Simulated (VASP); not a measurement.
Here is the system:

```yaml
crystal:
  lattice:
    - [4.31241, 0.00000, 0.00000]
    - [-2.15620, 3.73465, 0.00000]
    - [0.00000, 0.00000, 7.06683]
  atoms:
    - { symbol: Ge, position: [0.33333, 0.66667, 0.99972] }
    - { symbol: Ge, position: [0.66667, 0.33333, 0.49972] }
    - { symbol: Sn, position: [0.33333, 0.66667, 0.37528] }
    - { symbol: Sn, position: [0.66667, 0.33333, 0.87528] }
```

All values below come from PBEsol GGA, VASP's PBE PAW potentials (set 64) (plane waves; VASP). Settings: 400 eV cut-off, 9×9×5 Γ-centred mesh, tetrahedra with Blöchl corrections, potentials Ge_d Sn_d.

Unless said otherwise, spin-orbit coupling is left out, though it shifts the bands of the heavy elements here.

Problem. Tabulate the total density of states (states/eV per cell) against energy (eV; zero at the valence-band maximum or, without a gap, the Fermi level).

Solution. 
```
E (eV) | DOS (states/eV)
    -9.95 | ########## 1.87
    -9.43 | ######### 1.73
    -8.79 | ######### 1.74
    -8.27 |  0.00
    -7.74 |  0.00
    -7.22 | ############# 2.32
    -6.59 | ######### 1.60
    -6.06 | ####### 1.28
    -5.53 | #### 0.78
    -4.90 | ## 0.41
    -4.38 | ## 0.35
    -3.85 | ########### 2.02
    -3.22 | ############ 2.20
    -2.69 | ########### 2.01
    -2.17 | ################## 3.30
    -1.64 | ############################## 5.54
    -1.01 | ####### 1.29
    -0.49 | ### 0.59
     0.04 |  0.01
     0.67 | ###### 1.16
     1.20 | ################# 3.15
     1.72 | ############### 2.69
     2.25 | ###### 1.08
     2.88 | ################### 3.60
     3.40 | ################### 3.56
```
Within 2 eV below the Fermi level the largest weight inside VASP's projection spheres is Ge p, then Sn p.

The structure was generated: GeSn was put into the wurtzite type (P6_3mc), which need not be its known phase. It was relaxed first, which changed the volume by +6 %.
